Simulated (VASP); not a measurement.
Input for VASP

**INCAR**
```
# general
SYSTEM    =  Mg2Ge
PREC      =  Accurate
ENCUT     =  520   # plane-wave cut-off (eV)
LREAL     =  .False.   # projection in real space or not
LASPH     =  .True.   # aspherical one-centre terms

# electronic loop
EDIFF     =  1E-7
NELM      =  100
ALGO      =  Normal
LMAXMIX   =  4   # l cut-off of mixed one-centre charges

# smearing
ISMEAR    =  -5   # tetrahedra, Bloechl

# functional
GGA       =  MK
LUSE_VDW  =  .True.
AGGAC     =  0.0
PARAM1    =  0.1234568
PARAM2    =  0.7114
ZAB_VDW   =  -1.8867

# ions
ISIF      =  2

# output
LWAVE     =  .False.
LCHARG    =  .True.
LORBIT    =  11
NEDOS     =  601   # DOS grid

# other
LEFG      =  .True.
```

File POSCAR:
```
Mg2Ge
1
    0.0000000000     3.1889971316     3.1889971316
    3.1889971316     0.0000000000     3.1889971316
    3.1889971316     3.1889971316     0.0000000000
Mg Ge
2 1
Direct
  0.2500000000   0.2500000000   0.2500000000
  0.7500000000   0.7500000000   0.7500000000
  0.0000000000   0.0000000000   0.0000000000
```

KPOINTS:
```
Automatic
0
G
7 7 7
0 0 0
```

POTCAR, in this order: Mg Ge_d (PBE.64 set). Program: vasp_std.

Task: Translate this rev-vdW-DF2 calculation to Quantum ESPRESSO's pw.x.

Result: One equivalent input (not run):
```
&CONTROL
  calculation = 'scf'
  pseudo_dir = './pseudo'
  outdir = './out'
  tprnfor = .true.
  tstress = .true.
/
&SYSTEM
  ibrav = 0
  nat = 3
  ntyp = 2
  ecutwfc = 84
  occupations = 'tetrahedra'
  input_dft = 'vdw-df2-b86r'
/
&ELECTRONS
  conv_thr = 7.3e-09
  electron_maxstep = 100
/
ATOMIC_SPECIES
  Mg 24.305 Mg.upf
  Ge 72.630 Ge.upf
CELL_PARAMETERS angstrom
     0.0000000    3.1889971    3.1889971
     3.1889971    0.0000000    3.1889971
     3.1889971    3.1889971    0.0000000
ATOMIC_POSITIONS crystal
  Mg   0.2500000  0.2500000  0.2500000
  Mg   0.7500000  0.7500000  0.7500000
  Ge   0.0000000  0.0000000  0.0000000
K_POINTS automatic
  7 7 7 0 0 0
```
Limits of the translation: the potentials are each code's own (VASP's PAW set, PseudoDojo norm-conserving files in pw.x), so ENCUT and ecutwfc are chosen apart and not converted; conv_thr bounds pw.x's estimated SCF error, while EDIFF bounds the energy change between steps; the field gradients of LEFG aren't asked of the other code.

The compound is Mg2Ge in the antifluorite structure. It was relaxed first.
